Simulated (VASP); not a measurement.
An input for Ansatz (written as the equivalent of a VASP run, and not itself run):

Ansatz 0.2 input:
```yaml
crystal:
  lattice:
    - [3.1127695, 0.0000000, 0.0000000]
    - [0.0000000, 3.6035241, 0.0000000]
    - [0.0000000, 0.0000000, 7.6077997]
  atoms:
    - { symbol: Al, position: [0.5000000, 0.0000000, 0.8924937] }
    - { symbol: Al, position: [0.0000000, 0.5000000, 0.1075063] }
    - { symbol: Cl, position: [0.0000000, 0.0000000, 0.6739269] }
    - { symbol: Cl, position: [0.5000000, 0.5000000, 0.3260731] }
    - { symbol: O, position: [0.5000000, 0.5000000, 0.9492387] }
    - { symbol: O, position: [0.0000000, 0.0000000, 0.0507613] }
kpoints:
  mp_grid: { grid: [8, 7, 4] }
hamiltonian:
  xc: lda
  pseudopotentials: { kind: paw }
scf:
  occupations: { method: tetrahedron }
  max_iter: 100
output: { forces: true, stress: true, eigenvalues: true }
```

Task: Write the VASP files for the same calculation (LDA).

Result: One answer among several that fit: 
**POSCAR**
```
AlClO
1
    3.1127695467     0.0000000000     0.0000000000
    0.0000000000     3.6035241065     0.0000000000
    0.0000000000     0.0000000000     7.6077997421
Al Cl O
2 2 2
Direct
  0.5000000000   0.0000000000   0.8924936994
  0.0000000000   0.5000000000   0.1075063006
  0.0000000000   0.0000000000   0.6739268645
  0.5000000000   0.5000000000   0.3260731355
  0.5000000000   0.5000000000   0.9492387010
  0.0000000000   0.0000000000   0.0507612990
```

File KPOINTS:
```
Automatic mesh
0
gamma
  8 7 4
0 0 0
```

INCAR:
```
! general
SYSTEM = AlClO
PREC   = Accurate
ENCUT  = 520   ! plane-wave cut-off (eV)
LREAL  = .False.   ! projection in real space or not
LASPH  = .True.

! electronic loop
EDIFF  = 1E-7
NELM   = 100   ! most electronic steps
ALGO   = Normal

! smearing
ISMEAR = -5

! ions
ISIF   = 2   ! forces and stress, cell fixed

! output
LWAVE  = .False.
LCHARG = .True.
LORBIT = 11   ! lm-projected
NEDOS  = 601   ! DOS grid

! other
LEFG   = .True.
```

POTCAR, in this order: Al Cl O (LDA.64 set). Program: vasp_std.

Limits of the translation: each code has its own PAW files, so the cut-off isn't converted (ENCUT is set for VASP's; basis.ecutwfc is left out, and Ansatz then takes the one that its files recommend); Ansatz stops its SCF on the density residual and VASP on the energy change (EDIFF); Ansatz's lda is the Perdew-Wang form, while the LDA potentials of VASP carry Perdew-Zunger's; the field gradients of LEFG aren't asked of the other code.

The structure comes from a computed database's AlClO entry (Pmmn); how it stands against other phases isn't given here. It was relaxed first, which changed the volume by -5 %.
